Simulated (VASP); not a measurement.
**NaMg3O4: optical spectrum with PW91+D3(BJ)**

NaMg3O4:

```
CELL_PARAMETERS angstrom
4.35375 0.00000 0.00000
0.00000 4.35375 0.00000
0.00000 0.00000 4.35375
ATOMIC_POSITIONS crystal
Mg 0.49782 0.50013 0.00573
Mg 0.49869 0.99607 0.50151
Mg 0.00618 0.49841 0.49251
Na 0.99868 0.99762 0.00350
O 0.99895 0.50485 0.00127
O 0.00119 0.00337 0.50155
O 0.49765 0.49726 0.50438
O 0.50089 0.00131 0.99728
```

The cell comes from a database or a generator and needn't be the stable form of this composition.

The cell isn't the ideal one: atoms moved at random, drawn with an rms of 0.02 Å.

* Program: VASP 6.6.1
* Task: optical spectrum
* Functional: PW91
* Dispersion: D3(BJ)
* Potentials or basis: VASP PAW PBE potentials, release 54 (Mg, Na_pv, O)
* Cutoff: 520 eV
* k mesh: 6 × 6 × 6
* Occupations: gaussian, width 0.1 eV
* Spin: no spin polarisation
* Further INCAR settings: ALGO = Fast; EDIFF = 1e-07; NBANDS = 66

```
Pressure                   : -4.5 GPa
Largest force              : 0.405 eV/Å
Band gap on the k mesh     : none (metal or under the smearing width)
Dispersion energy per atom : -0.179 eV
```

Forces on the atoms (eV/Å):
```
Mg   0.101 -0.042 -0.243
Mg   0.090  0.130  0.084
Mg  -0.232  0.012  0.332
Na   0.047  0.250 -0.161
O    0.036 -0.293  0.041
O   -0.013 -0.118 -0.038
O    0.080  0.121 -0.197
O   -0.108 -0.061  0.181
```

Levels at points of the mesh, in eV from the Fermi level:
```csv
k point,band 17,band 18,band 19,band 20,band 21,band 22
"(0.00, 0.00, 0.00)",0.22,0.22,0.22,4.46,9.12,9.12
"(0.50, 0.00, 0.00)",-0.65,-0.15,-0.15,7.29,7.95,11.04
"(0.00, 0.50, 0.00)",-0.66,-0.15,-0.15,7.29,7.95,11.04
"(0.00, 0.00, 0.50)",-0.65,-0.15,-0.15,7.28,7.96,11.10
"(0.50, 0.50, 0.00)",-0.55,-0.49,-0.04,8.71,9.22,9.27
"(0.00, 0.50, 0.50)",-0.55,-0.49,-0.04,8.69,9.16,9.29
"(0.50, 0.00, 0.50)",-0.55,-0.49,-0.04,8.69,9.22,9.30
"(0.50, 0.50, 0.50)",-0.49,-0.04,-0.04,7.49,8.27,8.28
```

Dielectric function (mean over the directions given):
```csv
energy (eV),real part,imaginary part
0.28,12.77,28.32
0.77,-5.34,9.65
1.26,-0.66,1.82
1.75,0.09,1.14
2.24,1.00,0.38
2.80,1.96,0.19
3.28,2.20,0.12
3.77,2.50,0.03
4.26,2.75,0.03
4.82,3.08,0.05
5.31,3.20,0.28
5.80,3.67,0.37
6.29,3.93,0.69
6.85,2.95,0.92
7.34,4.15,1.78
7.83,4.16,1.43
8.32,4.40,3.16
8.80,3.34,2.04
9.36,2.78,1.79
9.85,2.88,3.01
10.34,3.18,2.84
10.83,1.82,2.82
11.39,1.02,3.62
11.88,1.00,3.16
12.37,1.26,2.87
12.86,0.72,2.00
13.42,0.60,2.13
13.91,1.14,2.13
14.40,1.04,2.86
14.88,-0.21,2.01
15.37,0.04,2.08
15.93,0.41,1.56
16.42,1.02,2.54
16.91,-0.38,2.33
17.40,-0.66,1.23
17.96,0.04,0.96
18.45,-0.41,1.04
18.94,-0.30,1.07
19.43,-0.02,0.75
19.99,-0.20,0.62
```

It took 9.4 min on 1 thread of Intel(R) Xeon(R) Platinum 8488C (Sapphire Rapids), with other jobs on the host, peak memory 0.87 GiB.

Caveat: spectra need much finer meshes, so this one isn't converged; independent-particle spectra lack excitons; the intraband (Drude) part of a metal's response may be missing; the PAW data sets were made with another functional, which shifts forces and pressure a little; an odd number of electrons without spin polarisation forces a metal; a magnetic or distorted state may lie lower; pairwise dispersion overbinds metals, which lowers pressure and volume.
